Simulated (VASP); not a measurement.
Data:

```
Mo
1.0
   -1.58000     1.58000     1.58000
    1.58000    -1.58000     1.58000
    1.58000     1.58000    -1.58000
Mo
1
Cartesian
  0.00000   0.00000   0.00000
```

Calculation: PBE GGA, VASP's PBE PAW potentials (set 64) (plane waves; VASP). Settings: 480 eV cut-off, 16×16×16 Γ-centred mesh, first-order Methfessel-Paxton smearing of 0.10 eV, potentials Mo_sv.

Energy and stress use the plane-wave basis of the starting cell.

Q: The ions, cell shape and volume at an external pressure of 20.0 GPa are relaxed. Predict the relaxed structure.

A: 
```
Mo
1.0
   -1.54635     1.54635     1.54635
    1.54635    -1.54635     1.54635
    1.54635     1.54635    -1.54635
Mo
1
Cartesian
  0.00000   0.00000   0.00000
```
Space group Im-3m (229), at a tolerance of 0.03 Å.

Q: How do energy and volume change from the first to the last step?

A: The energy (σ→0) changes by +60.0 meV/atom and the volume by -6.3 %, in 5 ionic steps.

| step | E(σ→0) (eV) | max force (eV/Å) | pressure (GPa) | volume (Å³) |
|---|---|---|---|---|
| 1 | -10.9403 | 0.000 | 0.50 | 15.78 |
| 2 | -9.5764 | 0.000 | 138.90 | 11.79 |
| 3 | -10.8915 | 0.000 | 17.87 | 14.88 |
| 4 | -10.8828 | 0.000 | 19.54 | 14.81 |
| 5 | -10.8804 | 0.000 | 20.00 | 14.79 |

The compound is Mo in the bcc structure. This run relaxes it under an external pressure of 20 GPa. Symmetry was kept, so distortions that lower it aren't found.
